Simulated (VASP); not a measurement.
Crystal: As.

```xyz
2
Lattice="1.8798 1.0853 3.4858 -1.8798 1.0853 3.4858 0.0000 -2.1705 3.4858" Properties=species:S:1:pos:R:3 pbc="T T T"
As    0.0000    0.0000    2.3795
As    0.0000    0.0000    8.0778
```

* Program: VASP 6.6.1
* Task: relaxation of cell and atoms
* Functional: PBE
* Potentials or basis: VASP PAW PBE potentials, release 64 (As)
* Cutoff: 600 eV
* k mesh: 15 × 15 × 15
* Occupations: gaussian, width 0.1 eV
* Spin: no spin polarisation

At the start: pressure 3.9 GPa; volume 21.33 Å³/atom.

Where does the relaxation end?

Over 11 steps the energy falls by 13.3 meV/atom and the volume is 22.72 Å³/atom (+6.5 %); space group R-3m (No. 166, to 0.05 Å).

Step by step:
```
step  energy change (eV)  largest force (eV/Å)  pressure (GPa)  volume (Å³)
   1              0.0000                0.2803            3.91        42.67
   2             -0.0115                0.3737           -2.23        45.97
   3             -0.0243                0.1155            0.14        44.53
   4             -0.0252                0.0588            0.08        44.69
   5             -0.0255                0.0021            0.03        44.86
   6             -0.0259                0.0002            0.04        44.94
   7             -0.0265                0.0089            0.08        45.17
   8             -0.0263                0.0289            0.20        45.61
   9             -0.0266                0.0182            0.13        45.35
  10             -0.0263                0.0510           -0.37        45.69
  11             -0.0267                0.0015            0.01        45.43
```

Final structure:
```
As
1.0
     1.90690    1.10095    3.60695
    -1.90690    1.10095    3.60695
     0.00000   -2.20190    3.60695
As
2
Cartesian
  0.0000 0.0000 2.4500
  0.0000 0.0000 8.3708
```
